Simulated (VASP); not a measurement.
NaCl:

```
Na Cl
1.0
     0.00000    2.84345    2.84345
     2.84345    0.00000    2.84345
     2.84345    2.84345    0.00000
Na Cl
1 1
Direct
  0.00000 0.00000 0.00000
  0.50000 0.50000 0.50000
```

```yaml
Program: VASP 6.6.1
Task: relaxation of cell and atoms
Functional: PBE
Dispersion: D3(BJ)
Potentials_or_basis: VASP PAW PBE potentials, release 64 (Na_pv, Cl)
Cutoff: 600 eV
k_mesh: 8 × 8 × 8
Occupations: gaussian, width 0.02 eV
Spin: no spin polarisation
```

At the start: pressure -1.4 GPa; volume 22.99 Å³/atom.

Problem. Where does the relaxation end?

Solution. Over 4 steps the energy falls by 5.9 meV/atom and the volume is 21.70 Å³/atom (-5.6 %); space group Fm-3m (No. 225, to 0.05 Å).

Step by step:
| step | energy change (eV) | largest force (eV/Å) | pressure (GPa) | volume (Å³) |
| --- | --- | --- | --- | --- |
| 1 | 0.0000 | 0.0000 | -1.40 | 45.98 |
| 2 | -0.0089 | 0.0000 | -0.74 | 44.65 |
| 3 | -0.0119 | 0.0000 | -0.06 | 43.50 |
| 4 | -0.0119 | 0.0000 | 0.01 | 43.41 |

Final structure:
```
Na Cl
1.0
     0.00000    2.78942    2.78942
     2.78942    0.00000    2.78942
     2.78942    2.78942    0.00000
Na Cl
1 1
Direct
  0.00000 0.00000 0.00000
  0.50000 0.50000 0.50000
```
